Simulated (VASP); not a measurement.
Given:

```yaml
crystal:
  lattice:
    - [4.22005, 0.00000, 0.00000]
    - [-2.11003, 3.65467, 0.00000]
    - [0.00000, 0.00000, 4.16536]
  atoms:
    - { symbol: Sn, position: [0.00000, 0.00000, 0.00000] }
    - { symbol: Te, position: [0.66667, 0.33333, 0.50000] }
```

The numbers are results of r2SCAN meta-GGA, VASP's PBE PAW potentials (set 64) (plane waves; VASP), not measurements. Run with 400 eV cut-off, 11×11×10 Γ-centred mesh, tetrahedra with Blöchl corrections, potentials Sn_d Te.

Question: Give the energies of bands 7 to 13 at the high-symmetry points, in eV from the Fermi level.

Answer: 
| band | Γ | M | K | A | L | H |
|---|---|---|---|---|---|---|
| 7 | -4.87 | -7.78 | -7.84 | -8.65 | -6.80 | -6.34 |
| 8 | -2.84 | -2.72 | -4.47 | -0.48 | -4.61 | -4.60 |
| 9 | -1.39 | -1.59 | -0.96 | -0.48 | -4.39 | -4.38 |
| 10 | -1.39 | -1.29 | 0.75 | 1.16 | -1.26 | -2.74 |
| 11 | 2.74 | 1.85 | 1.47 | 1.64 | 1.04 | -1.13 |
| 12 | 2.74 | 2.08 | 1.77 | 2.41 | 2.64 | 5.22 |
| 13 | 4.06 | 4.16 | 3.55 | 2.41 | 2.65 | 5.97 |

It has no gap at this level: it comes out as a metal or semimetal.

The structure was generated: SnTe was put into the WC type (P-6m2), which need not be its known phase. It was relaxed first, which changed the volume by +6 %.
